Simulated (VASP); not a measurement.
Output of a VASP run:

OSZICAR:
```
       N       E                     dE             d eps       ncg     rms          rms(c)
DAV:   1     0.615127562602E+02    0.61513E+02   -0.46902E+03  2634   0.987E+02
DAV:   2    -0.593686721755E+01   -0.67450E+02   -0.67030E+02  2662   0.319E+02
DAV:   3    -0.729137321712E+01   -0.13545E+01   -0.13319E+01  3952   0.528E+01
DAV:   4    -0.731037298944E+01   -0.19000E-01   -0.18905E-01  4034   0.483E+00
DAV:   5    -0.731062347241E+01   -0.25048E-03   -0.24979E-03  4131   0.318E-01    0.576E+00
DAV:   6    -0.658840381383E+01    0.72222E+00   -0.15931E+00  3949   0.195E+01    0.170E+00
DAV:   7    -0.649951095737E+01    0.88893E-01   -0.38831E-01  4004   0.820E+00    0.616E-01
DAV:   8    -0.649404469053E+01    0.54663E-02   -0.24677E-02  3363   0.277E+00    0.213E-01
DAV:   9    -0.649310779022E+01    0.93690E-03   -0.55465E-03  4062   0.107E+00    0.223E-02
DAV:  10    -0.649310824785E+01   -0.45763E-06   -0.55552E-05  4054   0.999E-02    0.586E-03
DAV:  11    -0.649310851971E+01   -0.27187E-06   -0.35816E-06  4104   0.290E-02    0.690E-04
DAV:  12    -0.649310857000E+01   -0.50288E-07   -0.98958E-09  1918   0.124E-03
   1 F= -.64931086E+01 E0= -.64931086E+01  d E =0.000000E+00
```

### OUTCAR
```
------------------------ aborting loop because EDIFF is reached ----------------------------------------
  FORCE on cell =-STRESS in cart. coord.  units (eV):
  Direction    XX          YY          ZZ          XY          YZ          ZX
  --------------------------------------------------------------------------------------
  Total       -0.0053040     -0.0053040     -0.0053040      0.0000000      0.0000000      0.0000000
  in kB       -0.3563221     -0.3563221     -0.3563221      0.0000000      0.0000000      0.0000000
  external PRESSURE =      -0.3563221 kB  Pullay stress =       0.0000000 kB
  volume of cell :       23.85
      direct lattice vectors                 reciprocal lattice vectors
    -1.813305013  1.813305013  1.813305013     0.000000000  0.275739601  0.275739601
     1.813305013 -1.813305013  1.813305013     0.275739601  0.000000000  0.275739601
     1.813305013  1.813305013 -1.813305013     0.275739601  0.275739601  0.000000000
 POSITION                                       TOTAL-FORCE (eV/Angst)
 -----------------------------------------------------------------------------------
      0.00000      0.00000      0.00000         0.000000     -0.000000      0.000000
 -----------------------------------------------------------------------------------
    total drift:                                0.000000     -0.000000      0.000000
  FREE ENERGIE OF THE ION-ELECTRON SYSTEM (eV)
  ---------------------------------------------------
  free  energy   TOTEN  =        -6.4931085700 eV

  energy  without entropy=       -6.4931085700  energy(sigma->0) =       -6.49310857

 total charge

# of ion       s       p       d       tot
------------------------------------------
    1        2.278   6.114   1.011   9.402
```
(Selected blocks of OUTCAR.)

POSCAR:
```
Sc
1
   -1.8133050131     1.8133050131     1.8133050131
    1.8133050131    -1.8133050131     1.8133050131
    1.8133050131     1.8133050131    -1.8133050131
Sc
1
Direct
  0.0000000000   0.0000000000   0.0000000000
```

Problem. Write an INCAR and KPOINTS that could have produced this output.

Solution. This is not unique; one that fits is the input of the run itself, PBEsol GGA, plane waves, VASP's PBE PAW potentials (set 64).

INCAR:
```
ALGO = Normal
EDIFF = 1E-7
ENCUT = 400
GGA = PS
ISIF = 2
ISMEAR = -5
LASPH = .True.
LCHARG = .True.
LMAXMIX = 4
LORBIT = 11
LREAL = .False.
LWAVE = .False.
NEDOS = 601
NELM = 100
PREC = Accurate
SYSTEM = Sc
```

**KPOINTS**
```
Automatic mesh
0
Gamma
16 16 16
0 0 0
```

POTCAR, in this order: Sc_sv (PBE.64 set). Program: vasp_std.

For a metal the tetrahedron method with Blöchl corrections gives inexact stress and forces.

The structure was generated: Sc was put into the bcc type (Im-3m), which need not be its known phase. It was relaxed first.
